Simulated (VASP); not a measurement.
Write the native input for VASP 6.6.1 that does the following.

```
Task                   : relaxation of cell and atoms
Functional             : PBE
Potentials or basis    : VASP PAW PBE potentials, release 64 (Al, Te)
Cutoff                 : 600 eV
k mesh                 : 6 × 6 × 4
Occupations            : gaussian, width 0.1 eV
Spin                   : no spin polarisation
Dipole correction      : no
Further INCAR settings : ALGO = Normal; EDIFF = 1e-06; IBRION = 2; EDIFFG = -0.04; NSW = 90; ISIF = 3
```

The structure of Al4Te lies in POSCAR:

```
Al4Te
1.0
    3.3096339800      0.0000000000      0.0000000000
    0.0000000000      3.3096339800      0.0000000000
    0.0000000000      0.0000000000      7.0207938800
Al Te
4 1
Direct
    0.0000000000      0.0000000000      0.3333333300
    0.0000000000      0.0000000000      0.6666666700
    0.5000000000      0.5000000000      0.3333333300
    0.5000000000      0.5000000000      0.6666666700
    0.0000000000      0.0000000000      0.0000000000
```

The cell was built by a generator and needn't be a form met in nature.

The cell isn't the ideal one: ordered superstructure of sc with vacancies (P4/mmm, No. 123).

These files were run (other wordings do the same):

INCAR

```
PREC = Accurate
ENCUT = 600
EDIFF = 1E-6
ISMEAR = 0
SIGMA = 0.1
LREAL = F
LASPH = T
NELM = 100
ALGO = Normal
ISIF = 3
LWAVE = F
LCHARG = F
GGA = PE
IBRION = 2
NSW = 90
EDIFFG = -0.04
```

KPOINTS

```
regular mesh
0
Gamma
  6 6 4
```

Potentials or basis: VASP PAW PBE potentials, release 64 (Al, Te).

Launch:

```sh
$ cat potpaw_PBE.64/Al/POTCAR potpaw_PBE.64/Te/POTCAR > POTCAR
$ mpirun -np 1 vasp_std > vasp.out
```

Results of the run:

| Property | Result |
| --- | --- |
| Relaxed volume | 22.23 Å³/atom |
| Relaxed cell | a = 3.602 Å, b = 3.602 Å, c = 8.563 Å, α = 90.00°, β = 90.00°, γ = 90.00° |
| Space group after relaxing (to 0.05 Å) | P4/mmm (No. 123) |
| Energy gained by relaxing | 1055.9 meV/atom |
| Ionic steps | 37 |
| Pressure after relaxing | 0.0 GPa |
| Largest force after relaxing | 0.028 eV/Å |
| Band gap on the k mesh | none (metal or under the smearing width) |

Caveat: the volume moved by over 15 % at a fixed basis, so the end points are rough.

Wall time 7.8 min on 1 thread of AMD EPYC 7R13 Processor (Zen 3), with other jobs on the host, peak memory 0.2 GiB.
